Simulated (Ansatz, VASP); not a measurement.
**BW5: VASP beside Ansatz**

```
B W
1.0
     0.00000    3.66044    3.66044
     3.66044    0.00000    3.66044
     3.66044    3.66044    0.00000
B W
1 5
Direct
  0.00000 0.00000 0.00000
  0.75000 0.75000 0.75000
  0.87640 0.37453 0.37453
  0.37453 0.37453 0.37453
  0.37453 0.87640 0.37453
  0.37453 0.37453 0.87640
```

Change from the starting cell: species swapped into the TbCu5 type (F-43m, No. 216).

Alike in both runs: functional PBE; k mesh 10 × 10 × 10; occupations gaussian, width 0.1 eV; no spin polarisation.

Ansatz relaxed the structure, and its values are those at the end. VASP's run is a single point on that final structure, the one shown.

|  | VASP | Ansatz |
| --- | --- | --- |
| version | VASP 6.6.1 | Ansatz 0.2.0 |
| potentials or method | VASP PAW PBE potentials, release 64 (B, W_sv) | scalar-relativistic, plane waves, PAW |
| plane-wave cutoff (eV) | 520 | 420 |
| valence electrons in the cell | 73 | 73 |

```tsv
	VASP	Ansatz	Ansatz less VASP
gap on the k mesh at the Fermi level (eV)	none	none	-
pressure (GPa)	0.7	0.0	-0.66
rms of the force components (eV/Å)	0.007	0.001	-0.0059
```

A gap of «none» marks a metal or a gap that the smearing closes.

Spin-orbit coupling is left out, which matters for the levels of W.
